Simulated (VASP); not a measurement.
These are rev-vdW-DF2, VASP's PBE PAW potentials (set 64) (plane waves; VASP) values and carry that method's errors.

Input for VASP

### INCAR
```
! general
SYSTEM   = KMgF3
PREC     = Accurate
ENCUT    = 520
LREAL    = .FALSE.
LASPH    = .TRUE.

! electronic loop
EDIFF    = 1E-7
NELM     = 100
ALGO     = Normal

! smearing
ISMEAR   = 0
SIGMA    = 0.05

! functional
GGA      = MK
LUSE_VDW = .TRUE.
AGGAC    = 0.0
PARAM1   = 0.1234568
PARAM2   = 0.7114
ZAB_VDW  = -1.8867

! ions
ISIF     = 2

! output
LWAVE    = .FALSE.
LCHARG   = .FALSE.
```

POSCAR:
```
KMgF3
4.0397860
  1.0000000087   0.0000000000   0.0000000000
  0.0000000000   1.0000000087   0.0000000000
  0.0000000000   0.0000000000   1.0000000087
K Mg F
1 1 3
direct
  0.0000000000   0.0000000000   0.0000000000
  0.5000000000   0.5000000000   0.5000000000
  0.5000000000   0.0000000000   0.5000000000
  0.0000000000   0.5000000000   0.5000000000
  0.5000000000   0.5000000000   0.0000000000
```

File KPOINTS:
```
Automatic mesh
0
G
 6 6 6
```

POTCAR, in this order: K_sv Mg F (PBE.64 set). Program: vasp_std.

Output of the run:

**OSZICAR**
```
       N       E                     dE             d eps       ncg     rms          rms(c)
DAV:   1     0.257233293777E+03    0.25723E+03   -0.17913E+04   800   0.156E+03
DAV:   2    -0.739874147771E+01   -0.26463E+03   -0.25529E+03  1088   0.385E+02
DAV:   3    -0.186657318034E+02   -0.11267E+02   -0.11238E+02   956   0.787E+01
DAV:   4    -0.190485833181E+02   -0.38285E+00   -0.38231E+00  1396   0.118E+01
DAV:   5    -0.190498723266E+02   -0.12890E-02   -0.12890E-02   924   0.685E-01    0.891E+00
DAV:   6    -0.168589187186E+02    0.21910E+01   -0.95773E+00   880   0.224E+01    0.389E+00
DAV:   7    -0.168362537257E+02    0.22665E-01   -0.23349E-01  1068   0.337E+00    0.245E+00
DAV:   8    -0.168221657046E+02    0.14088E-01   -0.70058E-02   936   0.288E+00    0.276E-01
DAV:   9    -0.168219021742E+02    0.26353E-03   -0.13505E-02  1116   0.809E-01    0.122E-01
DAV:  10    -0.168220565387E+02   -0.15436E-03   -0.78377E-04   992   0.221E-01    0.659E-02
DAV:  11    -0.168220937716E+02   -0.37233E-04   -0.25755E-04   940   0.126E-01    0.244E-02
DAV:  12    -0.168220803266E+02    0.13445E-04   -0.76992E-05   932   0.603E-02    0.194E-03
DAV:  13    -0.168220804350E+02   -0.10832E-06   -0.10334E-06   976   0.855E-03    0.129E-03
DAV:  14    -0.168220802683E+02    0.16666E-06   -0.14178E-07   624   0.296E-03    0.366E-04
DAV:  15    -0.168220803077E+02   -0.39408E-07   -0.15135E-08   616   0.118E-03
   1 F= -.16822080E+02 E0= -.16822080E+02  d E =-.537936E-22
```

### OUTCAR
```
------------------------ aborting loop because EDIFF is reached ----------------------------------------
  FORCE on cell =-STRESS in cart. coord.  units (eV):
  Direction    XX          YY          ZZ          XY          YZ          ZX
  --------------------------------------------------------------------------------------
  Total       -0.8064889     -0.8064889     -0.8064889     -0.0000000      0.0000000     -0.0000000
  in kB      -19.5989978    -19.5989978    -19.5989978     -0.0000000      0.0000000     -0.0000000
  external PRESSURE =     -19.5989978 kB  Pullay stress =       0.0000000 kB
  volume of cell :       65.93
      direct lattice vectors                 reciprocal lattice vectors
     4.039786035  0.000000000  0.000000000     0.247537862  0.000000000  0.000000000
     0.000000000  4.039786035  0.000000000     0.000000000  0.247537862  0.000000000
     0.000000000  0.000000000  4.039786035     0.000000000  0.000000000  0.247537862
 POSITION                                       TOTAL-FORCE (eV/Angst)
 -----------------------------------------------------------------------------------
      0.00000      0.00000      0.00000         0.000000      0.000000      0.000000
      2.01989      2.01989      2.01989         0.000000      0.000000      0.000000
      2.01989      0.00000      2.01989         0.000000      0.000000      0.000000
      0.00000      2.01989      2.01989         0.000000      0.000000      0.000000
      2.01989      2.01989      0.00000         0.000000      0.000000      0.000000
 -----------------------------------------------------------------------------------
    total drift:                                0.000000      0.000000     -0.000000
  FREE ENERGIE OF THE ION-ELECTRON SYSTEM (eV)
  ---------------------------------------------------
  free  energy   TOTEN  =       -16.8220803077 eV

  energy  without entropy=      -16.8220803077  energy(sigma->0) =      -16.82208031
```
(Selected blocks of OUTCAR.)

The compound is KMgF3 in the cubic perovskite structure. This cell is one point of a volume scan, at 1.03 of the reference volume.
